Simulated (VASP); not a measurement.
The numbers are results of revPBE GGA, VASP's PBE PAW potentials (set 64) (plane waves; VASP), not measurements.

VASP ran on this input.

POSCAR:
```
K
1.0
 -2.6400000000   2.6400000000   2.6400000000
  2.6400000000  -2.6400000000   2.6400000000
  2.6400000000   2.6400000000  -2.6400000000
K
1
Cart
  0.0000000000   0.0000000000   0.0000000000
```

### INCAR
```
SYSTEM = K
PREC = Accurate
ENCUT = 520
EDIFF = 1E-6
NELM = 100
ALGO = Normal
LREAL = .FALSE.
LASPH = .TRUE.
ISMEAR = 1
SIGMA = 0.1
GGA = RE
LWAVE = .FALSE.
LCHARG = .FALSE.
IBRION = 2
ISIF = 3
NSW = 60
EDIFFG = -0.01
```

**KPOINTS**
```
kpoints
0
G
  9 9 9
0 0 0
```

POTCAR, in this order: K_sv (PBE.64 set). Program: vasp_std.

What VASP printed:

### OSZICAR
```
       N       E                     dE             d eps       ncg     rms          rms(c)
DAV:   1     0.449420233775E+02    0.44942E+02   -0.36632E+03   560   0.866E+02
DAV:   2     0.504529472248E+00   -0.44437E+02   -0.44233E+02   568   0.212E+02
DAV:   3    -0.918747622783E+00   -0.14233E+01   -0.14196E+01   928   0.341E+01
DAV:   4    -0.940001930788E+00   -0.21254E-01   -0.21232E-01   904   0.336E+00
DAV:   5    -0.940124831733E+00   -0.12290E-03   -0.12290E-03   936   0.203E-01    0.174E+00
DAV:   6    -0.942733638916E+00   -0.26088E-02   -0.14557E-03   888   0.313E-01    0.105E+00
DAV:   7    -0.944893342480E+00   -0.21597E-02   -0.33471E-03   752   0.509E-01    0.508E-02
DAV:   8    -0.945033098371E+00   -0.13976E-03   -0.11091E-04   928   0.145E-01    0.165E-02
DAV:   9    -0.945047286291E+00   -0.14188E-04   -0.17131E-05   888   0.381E-02    0.578E-03
DAV:  10    -0.945046353655E+00    0.93264E-06   -0.12611E-06   880   0.122E-02
   1 F= -.94504635E+00 E0= -.94492963E+00  d E =-.945046E+00
       N       E                     dE             d eps       ncg     rms          rms(c)
DAV:   1    -0.965590944046E+00   -0.20544E-01   -0.54276E-01   584   0.896E+00    0.108E+00
DAV:   2    -0.951620361565E+00    0.13971E-01   -0.46557E-02   688   0.258E+00    0.416E-01
DAV:   3    -0.946550893895E+00    0.50695E-02   -0.16678E-02   792   0.122E+00    0.317E-01
DAV:   4    -0.946864642670E+00   -0.31375E-03   -0.14230E-03   928   0.266E-01    0.117E-01
DAV:   5    -0.946962330965E+00   -0.97688E-04   -0.91898E-04   856   0.197E-01    0.273E-02
DAV:   6    -0.946957161045E+00    0.51699E-05   -0.14287E-05   856   0.327E-02    0.111E-02
DAV:   7    -0.946955199663E+00    0.19614E-05   -0.86635E-07   680   0.856E-03    0.341E-03
DAV:   8    -0.946954885968E+00    0.31370E-06   -0.19954E-07   448   0.373E-03
   2 F= -.94695489E+00 E0= -.94684319E+00  d E =-.190853E-02
       N       E                     dE             d eps       ncg     rms          rms(c)
DAV:   1    -0.110745030535E+01   -0.16050E+00   -0.46882E+00   576   0.264E+01    0.357E+00
DAV:   2    -0.992915098680E+00    0.11454E+00   -0.41520E-01   776   0.750E+00    0.130E+00
DAV:   3    -0.947219463955E+00    0.45696E-01   -0.12323E-01   800   0.325E+00    0.102E+00
DAV:   4    -0.948537434424E+00   -0.13180E-02   -0.12561E-02  1040   0.708E-01    0.455E-01
DAV:   5    -0.949479992552E+00   -0.94256E-03   -0.91704E-03   856   0.602E-01    0.903E-02
DAV:   6    -0.949455951268E+00    0.24041E-04   -0.11832E-04   864   0.885E-02    0.371E-02
DAV:   7    -0.949449016049E+00    0.69352E-05   -0.62515E-06   816   0.225E-02    0.140E-02
DAV:   8    -0.949446328116E+00    0.26879E-05   -0.21876E-06   600   0.118E-02    0.179E-03
DAV:   9    -0.949446231697E+00    0.96419E-07   -0.20619E-07   352   0.404E-03
   3 F= -.94944623E+00 E0= -.94934902E+00  d E =-.439988E-02
```

File OUTCAR:
```
------------------------ aborting loop because EDIFF is reached ----------------------------------------
  FORCE on cell =-STRESS in cart. coord.  units (eV):
  Direction    XX          YY          ZZ          XY          YZ          ZX
  --------------------------------------------------------------------------------------
  Total        0.0039964      0.0039964      0.0039964      0.0000000      0.0000000     -0.0000000
  in kB        0.0810650      0.0810650      0.0810650      0.0000000      0.0000000     -0.0000000
  external PRESSURE =       0.0810650 kB  Pullay stress =       0.0000000 kB
  volume of cell :       78.99
      direct lattice vectors                 reciprocal lattice vectors
    -2.702890823  2.702890823  2.702890823     0.000000000  0.184987124  0.184987124
     2.702890823 -2.702890823  2.702890823     0.184987124  0.000000000  0.184987124
     2.702890823  2.702890823 -2.702890823     0.184987124  0.184987124  0.000000000
 POSITION                                       TOTAL-FORCE (eV/Angst)
 -----------------------------------------------------------------------------------
      0.00000     -0.00000      0.00000         0.000000      0.000000     -0.000000
 -----------------------------------------------------------------------------------
    total drift:                               -0.000000     -0.000000      0.000000
  FREE ENERGIE OF THE ION-ELECTRON SYSTEM (eV)
  ---------------------------------------------------
  free  energy   TOTEN  =        -0.9494462317 eV

  energy  without entropy=       -0.9491546102  energy(sigma->0) =       -0.94934902

 reached required accuracy - stopping structural energy minimisation
```
(Selected blocks of OUTCAR.)

File CONTCAR:
```
K
   1.00000000000000
    -2.7028908233664151    2.7028908233664151    2.7028908233664151
     2.7028908233664151   -2.7028908233664151    2.7028908233664151
     2.7028908233664151    2.7028908233664151   -2.7028908233664151
  K
     1
Direct
     0.0000000000000000    0.0000000000000000    0.0000000000000000
```

Energy and stress use the plane-wave basis of the starting cell.

The compound is K in the bcc structure. This run relaxes it. Symmetry was kept, so distortions that lower it aren't found.
